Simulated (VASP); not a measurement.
All values below come from PBEsol GGA, VASP's PBE PAW potentials (set 64) (plane waves; VASP).

The input files of a VASP run:

INCAR:
```
SYSTEM = GaIn3P4
PREC = Accurate
ENCUT = 400
EDIFF = 1E-7
NELM = 100
ALGO = Normal
LREAL = .FALSE.
LASPH = .TRUE.
ISMEAR = -5
GGA = PS
LMAXMIX = 4
LWAVE = .FALSE.
LCHARG = .TRUE.
LORBIT = 11
NEDOS = 601
ISIF = 2
LEFG = .TRUE.
```

File POSCAR:
```
GaIn3P4
1
    5.7647344972     0.0000000000     0.0000000000
    0.0000000000     5.7647344972     0.0000000000
    0.0000000000     0.0000000000     5.7647344972
In P Ga
3 4 1
Direct
  0.0000000000   0.0000000000   0.0000000000
  0.5000000000   0.5000000000   0.0000000000
  0.5000000000   0.0000000000   0.5000000000
  0.2388618986   0.2611381014   0.2611381014
  0.7611381014   0.7388618986   0.2611381014
  0.7611381014   0.2611381014   0.7388618986
  0.2388618986   0.7388618986   0.7388618986
  0.0000000000   0.5000000000   0.5000000000
```

KPOINTS:
```
Automatic mesh
0
G
  5 5 5
```

POTCAR, in this order: In_d P Ga_d (PBE.64 set). Program: vasp_std.

The run wrote:

### OUTCAR
```
 ion  position               nearest neighbor table
   1  0.000  0.000  0.000-   4 2.54   5 2.54   6 2.54   7 2.54
   2  0.500  0.500  0.000-   4 2.54   5 2.54   6 2.54   7 2.54
   3  0.500  0.000  0.500-   4 2.54   5 2.54   6 2.54   7 2.54
   4  0.239  0.261  0.261-   8 2.38   2 2.54   3 2.54   1 2.54
   5  0.761  0.739  0.261-   8 2.38   2 2.54   3 2.54   1 2.54
   6  0.761  0.261  0.739-   8 2.38   2 2.54   3 2.54   1 2.54
   7  0.239  0.739  0.739-   8 2.38   2 2.54   3 2.54   1 2.54
   8  0.000  0.500  0.500-   4 2.38   5 2.38   6 2.38   7 2.38
  LATTYP: Found a simple cubic cell.
 ALAT       =     5.7647344972
 Subroutine PRICEL returns:
 Original cell was already a primitive cell.
 Subroutine GETGRP returns: Found 24 space group operations
The static configuration has the point symmetry D_2d.
 The point group associated with its full space group is T_d .
The dynamic configuration has the point symmetry D_2d.
 Subroutine INISYM returns: Found 24 space group operations
 Subroutine IBZKPT returns following result:
 Found     10 irreducible k-points:

 Following reciprocal coordinates:
            Coordinates               Weight
  0.000000  0.000000  0.000000      1.000000
  0.200000  0.000000  0.000000      6.000000
  0.400000  0.000000  0.000000      6.000000
  0.200000  0.200000  0.000000     12.000000
  0.400000  0.200000  0.000000     24.000000
  0.400000  0.400000  0.000000     12.000000
  0.200000  0.200000  0.200000      8.000000
  0.400000  0.200000  0.200000     24.000000
  0.400000  0.400000  0.200000     24.000000
  0.400000  0.400000  0.400000      8.000000
   k-points           NKPTS =     10   k-points in BZ     NKDIM =     10   number of bands    NBANDS=     43
   number of dos      NEDOS =    601   number of ions     NIONS =      8
   total plane-waves  NPLWV =  64000
   dimension x,y,z NGX =    40 NGY =   40 NGZ =   40
   dimension x,y,z NGXF=    80 NGYF=   80 NGZF=   80
   ions per type =               3   4   1
   PREC   = accura    normal or accurate (medium, high low for compatibility)
...
```

### OSZICAR
```
       N       E                     dE             d eps       ncg     rms          rms(c)
DAV:   1     0.637469965647E+03    0.63747E+03   -0.28179E+04   860   0.173E+03
DAV:   2     0.553347385330E+02   -0.58214E+03   -0.57091E+03   895   0.463E+02
DAV:   3    -0.332523672856E+02   -0.88587E+02   -0.87128E+02   993   0.190E+02
DAV:   4    -0.385878659885E+02   -0.53355E+01   -0.53054E+01  1112   0.453E+01
DAV:   5    -0.387708022663E+02   -0.18294E+00   -0.18279E+00  1301   0.842E+00    0.107E+01
DAV:   6    -0.373906073389E+02    0.13802E+01   -0.30331E+00  1205   0.195E+01    0.604E+00
DAV:   7    -0.372769074178E+02    0.11370E+00   -0.12730E+00  1298   0.559E+00    0.209E+00
DAV:   8    -0.372640941740E+02    0.12813E-01   -0.20216E-01  1178   0.428E+00    0.875E-01
DAV:   9    -0.372627203188E+02    0.13739E-02   -0.39834E-02  1120   0.252E+00    0.356E-01
DAV:  10    -0.372619512582E+02    0.76906E-03   -0.64619E-03  1284   0.886E-01    0.168E-01
DAV:  11    -0.372620831125E+02   -0.13185E-03   -0.83144E-04  1138   0.157E-01    0.853E-02
DAV:  12    -0.372621006147E+02   -0.17502E-04   -0.27428E-04  1223   0.115E-01    0.114E-01
DAV:  13    -0.372621001071E+02    0.50759E-06   -0.77387E-05   951   0.811E-02    0.546E-02
DAV:  14    -0.372620925611E+02    0.75461E-05   -0.50046E-05  1349   0.312E-02    0.434E-03
DAV:  15    -0.372620927911E+02   -0.23005E-06   -0.26294E-06   997   0.884E-03    0.624E-03
DAV:  16    -0.372620928600E+02   -0.68835E-07   -0.85184E-08   626   0.274E-03
   1 F= -.37262093E+02 E0= -.37262093E+02  d E =0.000000E+00
```

### OUTCAR
```
------------------------ aborting loop because EDIFF is reached ----------------------------------------
  FORCE on cell =-STRESS in cart. coord.  units (eV):
  Direction    XX          YY          ZZ          XY          YZ          ZX
  --------------------------------------------------------------------------------------
  Total        0.0270788      0.0270788      0.0270788     -0.0000000      0.0000000      0.0000000
  in kB        0.2264658      0.2264658      0.2264658     -0.0000000      0.0000000      0.0000000
  external PRESSURE =       0.2264658 kB  Pullay stress =       0.0000000 kB
  volume of cell :      191.57
      direct lattice vectors                 reciprocal lattice vectors
     5.764734497  0.000000000  0.000000000     0.173468527  0.000000000  0.000000000
     0.000000000  5.764734497  0.000000000     0.000000000  0.173468527  0.000000000
     0.000000000  0.000000000  5.764734497     0.000000000  0.000000000  0.173468527
 POSITION                                       TOTAL-FORCE (eV/Angst)
 -----------------------------------------------------------------------------------
      0.00000      0.00000      0.00000        -0.000000      0.000000     -0.000000
      2.88237      2.88237      0.00000        -0.000000     -0.000000     -0.000000
      2.88237      0.00000      2.88237        -0.000000     -0.000000     -0.000000
      1.37698      1.50539      1.50539         0.007343     -0.007343     -0.007343
      4.38776      4.25934      1.50539        -0.007343      0.007343     -0.007343
      4.38776      1.50539      4.25934        -0.007343     -0.007343      0.007343
      1.37698      4.25934      4.25934         0.007343      0.007343      0.007343
      0.00000      2.88237      2.88237         0.000000      0.000000     -0.000000
 -----------------------------------------------------------------------------------
    total drift:                                0.000000      0.000000      0.000000
  FREE ENERGIE OF THE ION-ELECTRON SYSTEM (eV)
  ---------------------------------------------------
  free  energy   TOTEN  =       -37.2620928600 eV

  energy  without entropy=      -37.2620928600  energy(sigma->0) =      -37.26209286

 total charge

# of ion       s       p       d       tot
------------------------------------------
    1        0.832   0.785   9.900  11.516
    2        0.832   0.785   9.900  11.516
    3        0.832   0.785   9.900  11.516
    4        1.027   1.481   0.000   2.508
    5        1.027   1.481   0.000   2.508
    6        1.027   1.481   0.000   2.508
    7        1.027   1.481   0.000   2.508
    8        0.860   0.798  10.010  11.668
--------------------------------------------------
tot          7.462   9.077  39.708  56.247

 Electric field gradients after diagonalization (V/A^2)
 (convention: |V_zz| > |V_xx| > |V_yy|)
----------------------------------------------------------------------
 ion       V_xx      V_yy      V_zz     asymmetry (V_yy - V_xx)/ V_zz
----------------------------------------------------------------------
   1     -14.949   -14.949    29.898       0.000
   2     -14.949   -14.949    29.898       0.000
   3     -14.949   -14.949    29.898       0.000
   4      -5.114    -5.114    10.228       0.000
   5      -5.114    -5.114    10.228       0.000
   6      -5.114    -5.114    10.228       0.000
   7      -5.114    -5.114    10.228       0.000
   8      -0.000    -0.000     0.000       0.184
```
(Selected blocks of OUTCAR.)

The structure was generated: GaIn3P4 was put into an ordered model structure (P-43m), which need not be its known phase. It was relaxed first.
